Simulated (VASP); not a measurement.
A convergence study with VASP on InSb (zinc blende): one setting is varied, all else stays as given below, so the limit is that of these other settings.

```yaml
crystal:
  lattice:
    - [0.00000, 3.24000, 3.24000]
    - [3.24000, 0.00000, 3.24000]
    - [3.24000, 3.24000, 0.00000]
  atoms:
    - { symbol: In, position: [0.00000, 0.00000, 0.00000] }
    - { symbol: Sb, position: [0.25000, 0.25000, 0.25000] }
```

Level of theory: LDA (Ceperley-Alder, Perdew-Zunger), VASP's LDA PAW potentials (set 64) (plane waves; VASP). The tightest run used: 550 eV cut-off, 16×16×16 Γ-centred mesh, Gaussian smearing of 0.050 eV, potentials In_d Sb.

Problem. The settings run are 1×1×1 mesh; 2×2×2 mesh; 3×3×3 mesh; 4×4×4 mesh; 5×5×5 mesh; 6×6×6 mesh; 7×7×7 mesh; 8×8×8 mesh; 9×9×9 mesh; 10×10×10 mesh; 11×11×11 mesh; 12×12×12 mesh; 13×13×13 mesh; 14×14×14 mesh; 15×15×15 mesh; 16×16×16 mesh. From which on does the stress (every component) stay within 0.1 GPa of the tightest run?

Solution. From 6×6×6 mesh on: it is off by 0.07 there and by no more than 0.1 in any finer run, while 5×5×5 mesh is off by 0.18.
| setting | E (eV/atom) | pressure (GPa) | irreducible k-points | difference judged (GPa) |
|---|---|---|---|---|
| 1×1×1 mesh | 3.1778 | 56.17 | 1 | 56.73 |
| 2×2×2 mesh | -3.1059 | 6.13 | 3 | 6.69 |
| 3×3×3 mesh | -3.8601 | 1.06 | 4 | 1.62 |
| 4×4×4 mesh | -4.0289 | -0.04 | 8 | 0.51 |
| 5×5×5 mesh | -4.0784 | -0.37 | 10 | 0.18 |
| 6×6×6 mesh | -4.0955 | -0.48 | 16 | 0.07 |
| 7×7×7 mesh | -4.1022 | -0.52 | 20 | 0.03 |
| 8×8×8 mesh | -4.1051 | -0.54 | 29 | 0.02 |
| 9×9×9 mesh | -4.1064 | -0.55 | 35 | 0.01 |
| 10×10×10 mesh | -4.1071 | -0.55 | 47 | 0.00 |
| 11×11×11 mesh | -4.1075 | -0.55 | 56 | 0.00 |
| 12×12×12 mesh | -4.1077 | -0.55 | 72 | 0.00 |
| 13×13×13 mesh | -4.1078 | -0.55 | 84 | 0.00 |
| 14×14×14 mesh | -4.1078 | -0.55 | 104 | 0.00 |
| 15×15×15 mesh | -4.1079 | -0.56 | 120 | 0.00 |
| 16×16×16 mesh | -4.1079 | -0.56 | 145 | 0.00 |

Left out are rungs that failed or repeat a setting and relaxations that didn't move; long series are thinned to 24 rows.

The compound is InSb in the zinc blende structure. The cell was not relaxed at this level.
